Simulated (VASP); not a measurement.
Input:

```
CELL_PARAMETERS angstrom
      0.00000     2.05495     2.05495
      2.05495     0.00000     2.05495
      2.05495     2.05495     0.00000
ATOMIC_POSITIONS crystal
  Ti 0.00000 0.00000 0.00000
```

Computed with r2SCAN meta-GGA with spin-orbit coupling, VASP's PBE PAW potentials (set 64) (plane waves; VASP 6.6.1). Numerical set-up: 400 eV cut-off, 14×14×14 Γ-centred mesh, Gaussian smearing of 0.050 eV, potentials Ti_sv.

Give the energies of bands 9 to 19 at the high-symmetry points, in eV from the Fermi level.

```json
[
 {"band": "9", "Γ": "-6.45", "X": "-2.65", "U": "-1.75", "L": "-2.71", "W": "-1.57"},
 {"band": "10", "Γ": "-6.45", "X": "-2.65", "U": "-1.75", "L": "-2.71", "W": "-1.57"},
 {"band": "11", "Γ": "0.98", "X": "-1.78", "U": "-1.30", "L": "0.45", "W": "-0.43"},
 {"band": "12", "Γ": "0.98", "X": "-1.78", "U": "-1.30", "L": "0.45", "W": "-0.43"},
 {"band": "13", "Γ": "0.98", "X": "2.81", "U": "0.65", "L": "0.91", "W": "-0.42"},
 {"band": "14", "Γ": "0.98", "X": "2.81", "U": "0.65", "L": "0.91", "W": "-0.42"},
 {"band": "15", "Γ": "1.01", "X": "3.88", "U": "2.86", "L": "0.94", "W": "2.39"},
 {"band": "16", "Γ": "1.01", "X": "3.88", "U": "2.86", "L": "0.94", "W": "2.39"},
 {"band": "17", "Γ": "2.80", "X": "4.05", "U": "3.63", "L": "3.81", "W": "4.06"},
 {"band": "18", "Γ": "2.80", "X": "4.05", "U": "3.63", "L": "3.81", "W": "4.06"},
 {"band": "19", "Γ": "2.80", "X": "4.07", "U": "7.41", "L": "3.83", "W": "8.68"}
]
```

It has no gap at this level: it comes out as a metal or semimetal.

The structure was generated: Ti was put into the fcc type (Fm-3m), which need not be its known phase. It was relaxed first.
